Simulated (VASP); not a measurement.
Method: G0W0 on PBE orbitals, VASP's PBE PAW potentials (set 64) (plane waves; VASP).

VASP input:

File POSCAR:
```
Te
1
    4.6013500000     0.0000000000     0.0000000000
   -2.3006750000     3.9848860000     0.0000000000
    0.0000000000     0.0000000000     5.9000600000
Te
3
Direct
  0.2567000000   0.0000000000   0.3333330000
  0.0000000000   0.2567000000   0.6666670000
  0.7433000000   0.7433000000   0.0000000000
```

### KPOINTS
```
Automatic mesh
0
Gamma
4 4 3
0 0 0
```

INCAR:
```
ALGO = EVGW0
ENCUT = 350
ENCUTGW = 170
GGA = PE
ISMEAR = 0
LASPH = .TRUE.
LCHARG = .FALSE.
LREAL = .FALSE.
LSPECTRALGW = .TRUE.
LWAVE = .FALSE.
NBANDS = 132
NBANDSGW = 17
NELMGW = 1
NOMEGA = 64
PREC = Normal
SIGMA = 0.01
SYSTEM = Te
```

POTCAR, in this order: Te_GW (PBE.64 set). Program: vasp_std. Read from the step before: WAVECAR, WAVEDER.

Output

**OSZICAR**
```
energies w=
    0.000    0.000    0.416    0.000    0.831    0.000    1.244    0.000
    1.654    0.000    2.061    0.000    2.463    0.000    2.861    0.000
    3.254    0.000    3.642    0.000    4.024    0.000    4.401    0.000
    4.773    0.000    5.139    0.000    5.502    0.000    5.859    0.000
    6.214    0.000    6.565    0.000    6.913    0.000    7.260    0.000
    7.605    0.000    7.950    0.000    8.295    0.000    8.641    0.000
    8.989    0.000    9.340    0.000    9.694    0.000   10.054    0.000
   10.419    0.000   10.792    0.000   11.173    0.000   11.564    0.000
   11.967    0.000   12.382    0.000   12.813    0.000   13.261    0.000
   13.730    0.000   14.221    0.000   14.737    0.000   15.283    0.000
   15.862    0.000   16.480    0.000   17.143    0.000   17.857    0.000
   18.630    0.000   19.472    0.000   20.396    0.000   21.415    0.000
   22.548    0.000   23.818    0.000   25.252    0.000   26.888    0.000
   28.774    0.000   30.975    0.000   33.578    0.000   36.706    0.000
   40.535    0.000   45.330    0.000   51.507    0.000   59.753    0.000
   71.304    0.000   88.612    0.000  117.344    0.000  174.216    0.000
NQ=   1    0.0000    0.0000    0.0000,
 performed        146000 updates of chi_q(r,r)
NQ=   2    0.2500    0.0000    0.0000,
 performed        440000 updates of chi_q(r,r)
NQ=   3    0.5000    0.0000    0.0000,
 performed        649000 updates of chi_q(r,r)
NQ=   4    0.2500    0.2500    0.0000,
 performed        880000 updates of chi_q(r,r)
NQ=   5    0.0000    0.0000    0.3333,
 performed       1062000 updates of chi_q(r,r)
NQ=   6    0.2500    0.0000    0.3333,
 performed       1356000 updates of chi_q(r,r)
NQ=   7    0.0000    0.2500    0.3333,
 performed       1650000 updates of chi_q(r,r)
NQ=   8    0.5000    0.0000    0.3333,
 performed       1944000 updates of chi_q(r,r)
NQ=   9    0.2500    0.2500    0.3333,
 performed       2265000 updates of chi_q(r,r)
 resolving degeneracies of screened two electron integrals
```

File OUTCAR:
```


 k-point   1 :       0.0000    0.0000    0.0000
  band No.  KS-energies  QP-energies   sigma(KS)   V_xc(KS)     V^pw_x(r,r')   Z            occupation Imag(sigma)

      1      -8.1447      -7.9060     -10.4402     -10.8467     -17.6560       0.5871       2.0000       1.2065
      2      -4.9384      -4.8551     -11.1949     -11.3231     -16.5204       0.6496       2.0000       0.8257
      3      -4.9384      -4.8551     -11.1949     -11.3231     -16.5204       0.6496       2.0000       0.8257
      4       2.1373       1.9361     -10.5368     -10.2477     -12.6822       0.6960       2.0000       0.1662
      5       2.3510       2.2238     -10.8827     -10.7035     -12.6488       0.7095       2.0000       0.1250
      6       2.3510       2.2238     -10.8827     -10.7035     -12.6488       0.7095       2.0000       0.1250
      7       3.6015       3.3693     -10.3659     -10.0326     -12.2619       0.6967       2.0000       0.1050
      8       3.6015       3.3693     -10.3659     -10.0326     -12.2619       0.6967       2.0000       0.1050
      9       4.5678       4.3370     -10.6575     -10.3333     -12.2111       0.7118       2.0000       0.0692
     10       6.2744       6.4815     -10.1239     -10.4149      -6.8747       0.7116       0.0000      -0.0709
     11       6.2744       6.4815     -10.1239     -10.4149      -6.8747       0.7116       0.0000      -0.0709
     12       6.7788       6.9636      -9.9684     -10.2291      -6.4118       0.7089       0.0000      -0.0847
     13      10.2941      10.2345      -7.9978      -7.9184      -3.7669       0.7497       0.0000      -0.1447
     14      10.2941      10.2345      -7.9978      -7.9184      -3.7669       0.7497       0.0000      -0.1447
     15      10.8897      11.0024      -7.5733      -7.7211      -3.3144       0.7623       0.0000      -0.1538
     16      11.7203      11.7294      -8.3367      -8.3492      -3.7590       0.7378       0.0000      -0.2132
     17      11.7203      11.7294      -8.3367      -8.3492      -3.7590       0.7378       0.0000      -0.2132

 k-point   2 :       0.2500    0.0000    0.0000
  band No.  KS-energies  QP-energies   sigma(KS)   V_xc(KS)     V^pw_x(r,r')   Z            occupation Imag(sigma)

      1      -7.8189      -7.6144     -10.6087     -10.9562     -17.5839       0.5886       2.0000       1.1098
      2      -5.1362      -5.0376     -11.1513     -11.3037     -16.6007       0.6473       2.0000       0.8393
      3      -4.8722      -4.7793     -11.2527     -11.3954     -16.5296       0.6507       2.0000       0.7917
      4       0.8776       0.6770     -10.1086      -9.8165     -13.0355       0.6868       2.0000       0.3350
      5       1.4852       1.3193     -10.5058     -10.2670     -12.8929       0.6953       2.0000       0.2164
      6       1.9782       1.7866     -10.3981     -10.1210     -12.8313       0.6917       2.0000       0.2145
      7       3.7094       3.5267     -10.4291     -10.1711     -11.8827       0.7084       2.0000       0.0861
      8       4.1138       3.9211     -10.6362     -10.3659     -12.0002       0.7128       2.0000       0.0715
      9       4.4051       4.1929     -10.7374     -10.4397     -12.2082       0.7129       2.0000       0.0696
     10       6.2264       6.4013      -9.8423     -10.0854      -6.6650       0.7195       0.0000      -0.0668
     11       6.3869       6.5703      -9.9060     -10.1611      -6.6814       0.7189       0.0000      -0.0701
     12       7.1655       7.3388     -10.2316     -10.4763      -6.8454       0.7083       0.0000      -0.0949
     13       9.3359       9.2362      -7.6423      -7.5093      -3.5459       0.7500       0.0000      -0.1111
     14      10.4860      10.4394      -7.7870      -7.7245      -3.3989       0.7446       0.0000      -0.1562
     15      11.7006      11.6918      -8.0020      -7.9901      -3.3740       0.7417       0.0000      -0.2126
     16      12.3756      12.4555      -8.7231      -8.8302      -3.9362       0.7453       0.0000      -0.3101
     17      12.7810      12.8536      -8.0475      -8.1440      -3.2339       0.7518       0.0000      -0.3440

 k-point   3 :       0.5000    0.0000    0.0000
  band No.  KS-energies  QP-energies   sigma(KS)   V_xc(KS)     V^pw_x(r,r')   Z            occupation Imag(sigma)

      1      -7.3468      -7.1710     -10.8830     -11.1776     -17.5175       0.5971       2.0000       0.9622
      2      -5.5565      -5.4532     -10.9315     -11.0895     -16.6674       0.6538       2.0000       0.9597
      3      -4.7968      -4.6985     -11.3251     -11.4773     -16.5381       0.6464       2.0000       0.7550
      4       0.6245       0.4342     -10.1840      -9.9061     -13.1935       0.6849       2.0000       0.3553
      5       1.0232       0.8355     -10.3608     -10.0899     -12.9897       0.6923       2.0000       0.2672
      6       1.8994       1.6961     -10.2284      -9.9327     -12.7889       0.6876       2.0000       0.2324
      7       2.1102       1.9070      -9.8835      -9.5898     -12.3704       0.6918       2.0000       0.2465
      8       4.0585       3.8511     -10.4831     -10.1926     -11.8170       0.7140       2.0000       0.0717
      9       4.3555       4.1594     -10.7448     -10.4701     -12.1501       0.7141       2.0000       0.0694
     10       6.2612       6.4164      -9.7481      -9.9625      -6.5967       0.7236       0.0000      -0.0658
     11       6.3948       6.5547      -9.7287      -9.9506      -6.5091       0.7209       0.0000      -0.0694
     12       8.5708       8.4482      -7.5495      -7.3873      -3.6673       0.7561       0.0000      -0.0904
     13       8.8176       9.0170     -10.9152     -11.2014      -6.7002       0.6967       0.0000      -0.2753
     14      12.2142      12.2085      -8.2174      -8.2097      -3.3777       0.7445       0.0000      -0.3140
     15      13.7141      13.7762      -8.5516      -8.6347      -3.4679       0.7467       0.0000      -0.4495
     16      13.9235      13.9899      -8.4471      -8.5359      -3.2910       0.7467       0.0000      -0.4089
     17      14.0931      14.1463      -8.2695      -8.3401      -3.0220       0.7545       0.0000      -0.4688

 k-point   4 :       0.2500    0.2500    0.0000
  band No.  KS-energies  QP-energies   sigma(KS)   V_xc(KS)     V^pw_x(r,r')   Z            occupation Imag(sigma)

      1      -7.3669      -7.1926     -10.8654     -11.1574     -17.5134       0.5967       2.0000       0.9739
      2      -5.3353      -5.2346     -11.0588     -11.2148     -16.6400       0.6454       2.0000       0.8868
      3      -5.0258      -4.9305     -11.1967     -11.3452     -16.5729       0.6421       2.0000       0.8122
      4       0.7971       0.6000     -10.2017      -9.9157     -13.0766       0.6892       2.0000       0.3242
      5       0.8522       0.6547     -10.2418      -9.9556     -13.0486       0.6902       2.0000       0.3092
      6       2.1367       1.9556     -10.3096     -10.0500     -12.5297       0.6977       2.0000       0.1945
      7       2.8215       2.6181     -10.1358      -9.8428     -12.2130       0.6940       2.0000       0.1552
      8       3.1195       2.9417     -10.2622     -10.0103     -11.9165       0.7062       2.0000       0.1132
      9       3.3154       3.0991     -10.2100      -9.8993     -12.1193       0.6961       2.0000       0.1222
     10       7.3131       7.4650     -10.2017     -10.4172      -6.6446       0.7050       0.0000      -0.1100
     11       7.7071       7.8750     -10.3745     -10.6127      -6.7388       0.7047       0.0000      -0.1344
     12       7.9274       8.1034     -10.4445     -10.6961      -6.7145       0.6994       0.0000      -0.1474
     13       9.7219       9.6579      -7.8630      -7.7771      -3.6384       0.7453       0.0000      -0.1354
     14      10.2895      10.2374      -7.9787      -7.9082      -3.5558       0.7406       0.0000      -0.1780
     15      12.6177      12.6607      -8.2739      -8.3317      -3.5447       0.7449       0.0000      -0.2783
     16      13.1262      13.1958      -8.3254      -8.4191      -3.3611       0.7426       0.0000      -0.3439
     17      14.4201      14.5676      -8.5788      -8.7756      -3.3992       0.7491       0.0000      -0.4590

 k-point   5 :       0.0000    0.0000    0.3333
  band No.  KS-energies  QP-energies   sigma(KS)   V_xc(KS)     V^pw_x(r,r')   Z            occupation Imag(sigma)

      1      -7.7510      -7.5531     -10.5618     -10.8929     -17.5146       0.5980       2.0000       1.1584
      2      -6.6177      -6.4876     -10.8361     -11.0421     -17.1118       0.6318       2.0000       1.0362
      3      -3.3163      -3.1702     -11.5203     -11.7296     -15.9697       0.6977       2.0000       0.6710
      4       1.5488       1.3967     -10.9281     -10.7113     -13.0968       0.7017       2.0000       0.1705
      5       2.3661       2.1751     -10.6309     -10.3575     -12.6934       0.6988       2.0000       0.1513
      6       2.6780       2.5141     -10.8203     -10.5871     -12.6881       0.7032       2.0000       0.1254
      7       3.7880       3.5765     -10.3891     -10.0884     -12.0701       0.7033       2.0000       0.0919
      8       3.8692       3.6264     -10.5766     -10.2296     -12.4915       0.6997       2.0000       0.0936
      9       4.3439       4.1153     -10.6494     -10.3265     -12.2715       0.7079       2.0000       0.0752
     10       5.8684       6.0257      -9.5951      -9.8112      -6.5123       0.7280       0.0000      -0.0596
     11       5.9328       6.0805      -9.9261     -10.1318      -6.8779       0.7186       0.0000      -0.0614
     12       6.1015       6.2696      -9.4928      -9.7239      -6.2136       0.7276       0.0000      -0.0658
     13       9.7293       9.6917      -7.9285      -7.8782      -3.7278       0.7467       0.0000      -0.1190
     14      10.6427      10.5866      -7.8025      -7.7270      -3.4552       0.7437       0.0000      -0.1450
     15      11.0417      10.9865      -7.8327      -7.7584      -3.4136       0.7434       0.0000      -0.1614
     16      11.8472      11.8893      -8.5844      -8.6406      -3.8210       0.7482       0.0000      -0.3406
     17      12.3765      12.4902      -8.1509      -8.3016      -3.3822       0.7540       0.0000      -0.3565

 k-point   6 :       0.2500    0.0000    0.3333
  band No.  KS-energies  QP-energies   sigma(KS)   V_xc(KS)     V^pw_x(r,r')   Z            occupation Imag(sigma)

...
```
(Selected blocks of OUTCAR.)

The mesh is coarse and the basis finite, so the quasiparticle values are not converged.

The structure comes from a computed database's Te entry (P3_121); how it stands against other phases isn't given here. The cell was not relaxed at this level.
